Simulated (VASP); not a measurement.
GeB2C2:

```
Ge B C
1.0
     5.46530    0.01980   -0.02376
     0.01502    4.21040    0.09457
    -0.02016    0.10574    4.84454
Ge B C
2 4 4
Direct
  0.02040 0.95754 0.93657
  0.52996 0.97083 0.96416
  0.26763 0.49324 0.86826
  0.75961 0.49345 0.88070
  0.02264 0.44737 0.30980
  0.50027 0.50846 0.32494
  0.97278 0.47978 0.72857
  0.53327 0.53896 0.66293
  0.19650 0.45885 0.14807
  0.78062 0.50727 0.16111
```

The cell was built by a generator and needn't be a form met in nature.

| Item | Value |
| --- | --- |
| Program | VASP 6.6.1 |
| Task | relaxation of cell and atoms |
| Functional | PBE |
| Potentials or basis | VASP PAW PBE potentials, release 64 (Ge_d, B, C) |
| Cutoff | 520 eV |
| k mesh | 4 × 5 × 5 |
| Occupations | gaussian, width 0.15 eV |
| Spin | no spin polarisation |

At the start: pressure 15.2 GPa; volume 11.14 Å³/atom.

Problem. How do energy, volume and symmetry change on relaxing?

Solution. Over 57 steps the energy falls by 804.5 meV/atom and the volume is 12.99 Å³/atom (+16.6 %); space group P1 (No. 1, to 0.05 Å).

Step by step:
```tsv
step	energy change (eV)	largest force (eV/Å)	pressure (GPa)	volume (Å³)
1	0.0000	16.2793	15.25	111.42
3	-5.1111	6.9590	-7.62	118.56
5	-6.2756	3.1499	-6.29	115.97
7	-7.0888	2.1844	3.29	108.66
9	-7.3629	1.0164	3.82	108.04
11	-7.4479	0.4461	-0.08	110.26
13	-7.4808	0.4319	-0.55	111.02
15	-7.5260	0.4558	0.95	110.92
17	-7.5325	0.6202	1.73	110.87
19	-7.5794	0.4567	1.86	111.71
21	-7.5764	0.8986	1.56	115.43
23	-7.6654	0.4082	0.65	114.71
25	-7.6957	0.4383	-0.35	116.24
27	-7.7409	0.5473	0.13	117.55
29	-7.7219	1.9522	4.76	119.47
31	-7.8112	0.7350	2.04	118.97
33	-7.8684	0.6660	1.16	123.56
35	-7.8797	0.6106	1.33	122.40
37	-7.9253	0.4885	-0.69	124.94
39	-7.9746	0.5292	-0.70	126.35
41	-7.9957	0.3307	0.73	125.99
43	-8.0156	0.2697	0.28	127.03
45	-8.0271	0.1807	-0.10	127.87
47	-8.0358	0.1554	0.18	128.35
49	-8.0395	0.1294	0.35	128.70
51	-8.0419	0.0900	0.05	129.28
53	-8.0433	0.0633	0.00	129.54
55	-8.0446	0.0421	-0.07	129.92
57	-8.0449	0.0271	0.01	129.88
```

Final structure:
```
CELL_PARAMETERS angstrom
5.50946 -0.06116 0.00539
-0.03288 5.05039 -0.11140
-0.00679 -0.12368 4.67098
ATOMIC_POSITIONS crystal
Ge 0.01377 0.85628 0.97579
Ge 0.51354 0.85680 0.97797
B 0.25672 0.48957 0.83065
B 0.75655 0.48912 0.83085
B 0.00728 0.53303 0.34195
B 0.50728 0.53361 0.34207
C 0.00701 0.51869 0.67299
C 0.50707 0.51977 0.67319
C 0.25716 0.52933 0.16973
C 0.75729 0.52956 0.16993
```

Caveat: the volume moved by over 15 % at a fixed basis, so the end points are rough.
